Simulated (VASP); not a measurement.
```
MgS
1.0
    0.00000     2.61138     2.61138
    2.61138     0.00000     2.61138
    2.61138     2.61138     0.00000
Mg S
1 1
Cartesian
  0.00000   0.00000   0.00000
  2.61138   2.61138   2.61138
```

Calculation: PBE GGA, VASP's PBE PAW potentials (set 64) (plane waves; VASP). Settings: 520 eV cut-off, Gaussian smearing of 0.050 eV, potentials Mg S.

Question: What does the run give for the band gap (along the path) with the smallest direct gap where there is one?

Answer: 
The band gap (along the path) is 2.75 eV and the smallest direct gap (along the path) comes out as 3.62 eV.

The compound is MgS in the rock salt structure. It was relaxed first.
